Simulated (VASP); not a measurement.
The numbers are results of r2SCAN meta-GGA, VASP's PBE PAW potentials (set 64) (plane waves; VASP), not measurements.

The input files of a VASP run:

INCAR:
```
# general
SYSTEM  = CuF
PREC    = Accurate
ENCUT   = 520   # plane-wave cut-off (eV)
LREAL   = .FALSE.   # projection in real space or not
LASPH   = .TRUE.   # aspherical one-centre terms

# electronic loop
EDIFF   = 1E-6
NELM    = 100   # most electronic steps
ALGO    = Normal   # blocked Davidson
LMAXMIX = 4   # l cut-off of mixed one-centre charges
LMIXTAU = .TRUE.

# smearing
ISMEAR  = 1   # Methfessel-Paxton
SIGMA   = 0.1   # width (eV)

# functional
METAGGA = R2SCAN

# ions
IBRION  = 2   # conjugate gradients
NSW     = 60
ISIF    = 3   # ions, shape and volume
EDIFFG  = -0.02   # ionic stop

# output
LWAVE   = .FALSE.
LCHARG  = .FALSE.
```

POSCAR:
```
CuF
1
    3.1424377841    -0.0000000000     0.0000000000
   -1.5712188921     2.7214309246    -0.0000000000
    0.0000000000     0.0000000000     5.3412128805
Cu F
2 2
Direct
  0.0000000000   0.0000000000   0.0000000000
  0.0000000000   0.0000000000   0.5000000000
  0.3333330000   0.6666670000   0.2500000000
  0.6666670000   0.3333330000   0.7500000000
```

**KPOINTS**
```
Automatic mesh
0
Gamma
10 10 5
0 0 0
```

POTCAR, in this order: Cu F (PBE.64 set). Program: vasp_std.

The run wrote:

### OSZICAR
```
       N       E                     dE             d eps       ncg     rms          rms(c)
DAV:   1     0.341463230823E+03    0.34146E+03   -0.18805E+04  1904   0.257E+03
DAV:   2     0.939042321573E+01   -0.33207E+03   -0.31906E+03  1884   0.468E+02
DAV:   3    -0.399239258726E+02   -0.49314E+02   -0.48023E+02  2542   0.206E+02
DAV:   4    -0.412442133729E+02   -0.13203E+01   -0.13061E+01  2346   0.359E+01
DAV:   5    -0.412644014651E+02   -0.20188E-01   -0.20178E-01  2362   0.382E+00    0.774E+00
DAV:   6    -0.347898570445E+02    0.64745E+01   -0.17060E+01  2432   0.840E+01    0.734E+00
DAV:   7    -0.312295694051E+02    0.35603E+01   -0.36831E+00  2438   0.439E+01    0.271E+00
DAV:   8    -0.314967768935E+02   -0.26721E+00   -0.74192E-01  2574   0.173E+01    0.705E-01
DAV:   9    -0.314344332072E+02    0.62344E-01   -0.45923E-01  2010   0.935E+00    0.142E+00
DAV:  10    -0.316741060301E+02   -0.23967E+00   -0.44821E-01  2488   0.116E+01    0.611E-01
DAV:  11    -0.316743327344E+02   -0.22670E-03   -0.12057E-02  2328   0.138E+00    0.516E-01
DAV:  12    -0.316697490792E+02    0.45837E-02   -0.20504E-02  2438   0.203E+00    0.201E-01
DAV:  13    -0.316747638383E+02   -0.50148E-02   -0.46353E-03  2498   0.861E-01    0.134E-01
DAV:  14    -0.316743053465E+02    0.45849E-03   -0.54295E-04  2668   0.405E-01    0.705E-02
DAV:  15    -0.316747831826E+02   -0.47784E-03   -0.59192E-04  2552   0.317E-01    0.184E-02
DAV:  16    -0.316748226101E+02   -0.39427E-04   -0.65430E-05  2754   0.102E-01    0.556E-03
DAV:  17    -0.316748230297E+02   -0.41967E-06   -0.31021E-06  1710   0.179E-02
   1 F= -.31674823E+02 E0= -.31675213E+02  d E =-.316748E+02
       N       E                     dE             d eps       ncg     rms          rms(c)
DAV:   1    -0.316771338274E+02   -0.23112E-02   -0.47078E-02  2188   0.341E+00    0.373E-01
DAV:   2    -0.316752694852E+02    0.18643E-02   -0.14283E-02  2232   0.201E+00    0.105E-01
DAV:   3    -0.316750096784E+02    0.25981E-03   -0.20009E-03  2482   0.958E-01    0.711E-02
DAV:   4    -0.316749468894E+02    0.62789E-04   -0.99025E-05  2540   0.215E-01    0.330E-02
DAV:   5    -0.316749241454E+02    0.22744E-04   -0.30816E-05  2840   0.986E-02    0.711E-03
DAV:   6    -0.316749277982E+02   -0.36528E-05   -0.25749E-06  1612   0.274E-02    0.447E-03
DAV:   7    -0.316749282585E+02   -0.46028E-06   -0.89322E-06  2090   0.394E-02
   2 F= -.31674928E+02 E0= -.31675318E+02  d E =-.105229E-03
```

### OUTCAR
```
------------------------ aborting loop because EDIFF is reached ----------------------------------------
  FORCE on cell =-STRESS in cart. coord.  units (eV):
  Direction    XX          YY          ZZ          XY          YZ          ZX
  --------------------------------------------------------------------------------------
  Total       -0.0165165     -0.0165165      0.0547614      0.0000000     -0.0000000      0.0000000
  in kB       -0.5782264     -0.5782263      1.9171374      0.0000000     -0.0000000      0.0000000
  external PRESSURE =       0.2535616 kB  Pullay stress =       0.0000000 kB
  volume of cell :       45.76
      direct lattice vectors                 reciprocal lattice vectors
     3.143348865 -0.000000000  0.000000000     0.318132044  0.183673623 -0.000000000
    -1.571674432  2.722219944 -0.000000000     0.000000000  0.367347246 -0.000000000
     0.000000000  0.000000000  5.348304021     0.000000000  0.000000000  0.186975160
 POSITION                                       TOTAL-FORCE (eV/Angst)
 -----------------------------------------------------------------------------------
      3.14335     -0.00000      0.00000        -0.000000     -0.000000     -0.000000
      3.14335     -0.00000      2.67415        -0.000000     -0.000000     -0.000000
     -0.00000      1.81481      1.33708        -0.000000     -0.000000      0.000000
      1.57168      0.90741      4.01123         0.000000      0.000000     -0.000000
 -----------------------------------------------------------------------------------
    total drift:                                0.000000     -0.000000     -0.000000
  FREE ENERGIE OF THE ION-ELECTRON SYSTEM (eV)
  ---------------------------------------------------
  free  energy   TOTEN  =       -31.6749282585 eV

  energy  without entropy=      -31.6760970169  energy(sigma->0) =      -31.67531784

 reached required accuracy - stopping structural energy minimisation
```
(Selected blocks of OUTCAR.)

CONTCAR:
```
CuF
   1.00000000000000
     3.1433488646861734   -0.0000000000000167    0.0000000000000000
    -1.5716744323931156    2.7222199435097036   -0.0000000000000000
     0.0000000000000000    0.0000000000000000    5.3483040210151431
  Cu              F
     2     2
Direct
     1.0000000000000000    0.0000000000000000    0.0000000000000000
     1.0000000000000000    0.0000000000000000    0.5000000000000000
     0.3333330000000032    0.6666669999999968    0.2500000000000000
     0.6666669999999968    0.3333330000000032    0.7500000000000000
```

The structure was generated: CuF was put into the NiAs type type (P6_3/mmc), which need not be its known phase. This run relaxes it. Symmetry was kept, so distortions that lower it aren't found. The start is the result of an earlier pass.
